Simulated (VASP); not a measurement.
Output of a VASP run:

OSZICAR:
```
...
DAV:   8    -0.742515677739E+02   -0.14657E-03   -0.68537E-04  1472   0.258E-01    0.351E-02
DAV:   9    -0.742517858519E+02   -0.21808E-03   -0.18519E-04  1400   0.133E-01    0.158E-02
DAV:  10    -0.742517861261E+02   -0.27422E-06   -0.29343E-05  1760   0.420E-02    0.584E-03
DAV:  11    -0.742517878957E+02   -0.17696E-05   -0.44737E-06  1496   0.196E-02    0.237E-03
DAV:  12    -0.742517879205E+02   -0.24751E-07   -0.19195E-06   952   0.150E-02
   2 F= -.74251788E+02 E0= -.74251788E+02  d E =0.545866E-02
       N       E                     dE             d eps       ncg     rms          rms(c)
DAV:   1    -0.743685979900E+02   -0.11681E+00   -0.33992E+00  1480   0.203E+01    0.271E+00
DAV:   2    -0.742813553046E+02    0.87243E-01   -0.35424E-01  1568   0.556E+00    0.106E+00
DAV:   3    -0.742682313589E+02    0.13124E-01   -0.11307E-01  1632   0.225E+00    0.225E-01
DAV:   4    -0.742669826765E+02    0.12487E-02   -0.13542E-02  1728   0.886E-01    0.105E-01
DAV:   5    -0.742673024536E+02   -0.31978E-03   -0.86029E-03  2296   0.675E-01    0.134E-01
DAV:   6    -0.742685818099E+02   -0.12794E-02   -0.13895E-03  1432   0.311E-01    0.111E-01
DAV:   7    -0.742686802815E+02   -0.98472E-04   -0.52023E-04  1560   0.213E-01    0.376E-02
DAV:   8    -0.742688399018E+02   -0.15962E-03   -0.21133E-04  1608   0.139E-01    0.201E-02
DAV:   9    -0.742688752027E+02   -0.35301E-04   -0.41317E-05  1784   0.615E-02    0.400E-03
DAV:  10    -0.742688806369E+02   -0.54342E-05   -0.75232E-06  1584   0.259E-02    0.173E-03
DAV:  11    -0.742688814276E+02   -0.79072E-06   -0.20552E-06  1024   0.116E-02
   3 F= -.74268881E+02 E0= -.74268881E+02  d E =-.116348E-01
       N       E                     dE             d eps       ncg     rms          rms(c)
DAV:   1    -0.742689059760E+02   -0.25339E-04   -0.90424E-04  1504   0.334E-01    0.439E-02
DAV:   2    -0.742688823540E+02    0.23622E-04   -0.95319E-05  1592   0.922E-02    0.171E-02
DAV:   3    -0.742688785389E+02    0.38151E-05   -0.30529E-05  1504   0.355E-02    0.348E-03
DAV:   4    -0.742688787052E+02   -0.16620E-06   -0.52033E-06  1368   0.172E-02
   4 F= -.74268879E+02 E0= -.74268879E+02  d E =-.116321E-01
       N       E                     dE             d eps       ncg     rms          rms(c)
DAV:   1    -0.742697996581E+02   -0.92112E-03   -0.25289E-01  1296   0.472E+00    0.208E-01
DAV:   2    -0.742697603529E+02    0.39305E-04   -0.11215E-02  1448   0.914E-01    0.139E-01
DAV:   3    -0.742695776110E+02    0.18274E-03   -0.11152E-03  1816   0.281E-01    0.653E-02
DAV:   4    -0.742695728378E+02    0.47732E-05   -0.28466E-04  2064   0.161E-01    0.337E-02
DAV:   5    -0.742695723911E+02    0.44662E-06   -0.32580E-05  1800   0.541E-02    0.163E-02
DAV:   6    -0.742695727929E+02   -0.40182E-06   -0.99175E-06  2200   0.254E-02
   5 F= -.74269573E+02 E0= -.74269573E+02  d E =-.694088E-03
       N       E                     dE             d eps       ncg     rms          rms(c)
DAV:   1    -0.742696856311E+02   -0.11324E-03   -0.59334E-02  1296   0.229E+00    0.999E-02
DAV:   2    -0.742696800682E+02    0.55629E-05   -0.26036E-03  1464   0.440E-01    0.673E-02
DAV:   3    -0.742696389798E+02    0.41088E-04   -0.25027E-04  1912   0.134E-01    0.306E-02
DAV:   4    -0.742696384516E+02    0.52824E-06   -0.62180E-05  2064   0.757E-02    0.168E-02
DAV:   5    -0.742696384558E+02   -0.41614E-08   -0.71907E-06  1632   0.258E-02
   6 F= -.74269638E+02 E0= -.74269638E+02  d E =-.759751E-03
```

**OUTCAR**
```
------------------------ aborting loop because EDIFF is reached ----------------------------------------
  FORCE on cell =-STRESS in cart. coord.  units (eV):
  Direction    XX          YY          ZZ          XY          YZ          ZX
  --------------------------------------------------------------------------------------
  Total       -0.0456803      0.0921484      0.0543667      0.0000000      0.0000000      0.0000000
  in kB       -1.1154889      2.2502174      1.3276065      0.0000000      0.0000000      0.0000000
  external PRESSURE =       0.8207784 kB  Pullay stress =       0.0000000 kB
  volume of cell :       65.61
      direct lattice vectors                 reciprocal lattice vectors
     3.984936488  0.000000000  0.000000000     0.250945028  0.000000000  0.000000000
     0.000000000  2.861820283  2.876605253     0.000000000  0.174713976  0.173815994
     0.000000000 -2.861820283  2.876605253     0.000000000 -0.174713976  0.173815994
 POSITION                                       TOTAL-FORCE (eV/Angst)
 -----------------------------------------------------------------------------------
      0.00000      0.00000      0.02102         0.000000     -0.000000      0.003419
      1.99247      0.00000      2.98557         0.000000     -0.000000      0.010772
      1.99247      1.39348      4.22631         0.000000      0.002749     -0.007646
      1.99247     -1.39348      4.22631         0.000000     -0.002749     -0.007646
      0.00000      0.00000      2.80810         0.000000     -0.000000      0.001102
 -----------------------------------------------------------------------------------
    total drift:                                0.000000     -0.000000      0.014632
  FREE ENERGIE OF THE ION-ELECTRON SYSTEM (eV)
  ---------------------------------------------------
  free  energy   TOTEN  =       -74.2696384558 eV

  energy  without entropy=      -74.2696384558  energy(sigma->0) =      -74.26963846

 reached required accuracy - stopping structural energy minimisation
```
(Selected blocks of OUTCAR.)

**POSCAR**
```
BaTiO3
1
    3.9543944520     0.0000000000     0.0000000000
    0.0000000000     2.8474536818     2.8593750361
    0.0000000000    -2.8474536818     2.8593750361
Ba Ti O
1 1 3
Direct
  0.0000000000   0.0037697202   0.0037697202
  0.5000000000   0.5190723780   0.5190723780
  0.5000000000   0.9789537284   0.4905792394
  0.5000000000   0.4905792394   0.9789537284
  0.0000000000   0.4875149341   0.4875149341
```

Problem. Reconstruct the remaining input files.

Solution. This is not unique; one that fits is the input of the run itself, r2SCAN meta-GGA, plane waves, VASP's PBE PAW potentials (set 64).

### KPOINTS
```
Automatic mesh
0
Gamma
5 5 5
0 0 0
```

### INCAR
```
SYSTEM  =  BaTiO3
PREC  =  Accurate; ENCUT  =  520; LREAL  =  F
LASPH  =  T
EDIFF  =  1E-6; NELM  =  100; ALGO  =  Normal
LMAXMIX  =  4; LMIXTAU  =  T
ISMEAR  =  0; SIGMA  =  0.05
METAGGA  =  R2SCAN
IBRION  =  2; NSW  =  60; ISIF  =  3
EDIFFG  =  -0.02
LWAVE  =  F; LCHARG  =  F
```

POTCAR, in this order: Ba_sv Ti_sv O (PBE.64 set). Program: vasp_std.

The structure comes from a computed database's BaTiO3 entry (Amm2); how it stands against other phases isn't given here. This run relaxes it. Symmetry was kept, so distortions that lower it aren't found. The start is the result of an earlier pass.
